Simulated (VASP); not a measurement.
Computed with PBEsol GGA, VASP's PBE PAW potentials (set 64) (plane waves; VASP).

The input files of a VASP run:

File POSCAR:
```
BiN
1.0
  2.9680490000   0.0000000000   0.0000000000
  0.0000000000   2.9680490000   0.0000000000
  0.0000000000   0.0000000000   2.9680490000
Bi N
1 1
Cartesian
 -0.0776590021  -0.0053068716   0.0517746468
  1.5616835021   1.4893313716   1.4322498532
```

### KPOINTS
```
Automatic
0
gamma
7 7 7
```

**INCAR**
```
LREAL = F   ! projection in real space or not
ENCUT = 400   ! plane-wave cut-off (eV)
SIGMA = 0.272
EDIFF = 1E-6
GGA = PS
ISIF = 2
NELM = 100
LCHARG = F
ISMEAR = 0   ! Gaussian
LASPH = T   ! aspherical one-centre terms
LMAXMIX = 4   ! l cut-off of mixed one-centre charges
ALGO = Normal
PREC = Accurate
SYSTEM = BiN
LWAVE = F
```

POTCAR, in this order: Bi_d N (PBE.64 set). Program: vasp_std.

**Question.** What will the output report for the number of irreducible k-points (NKPTS), largest plane-wave count, number of space-group operations, FFT grid (NGX, NGY, NGZ)?

**Answer.** 
```
Property                                       Value
--------------------------------------  ------------
number of irreducible k-points (NKPTS)           172
largest plane-wave count                         486
number of space-group operations                   1
FFT grid (NGX, NGY, NGZ)                20 × 20 × 20
```

The structure was generated: BiN was put into an ordered model structure, which need not be its known phase. The cell was not relaxed at this level, atoms are displaced from their ideal sites. The k-mesh is coarse (spacing up to 0.30 per Å, 2π included), so the numbers may not be converged in it. The run is one of a series of settings (GGA = PS against the base run), some of them coarse on purpose.
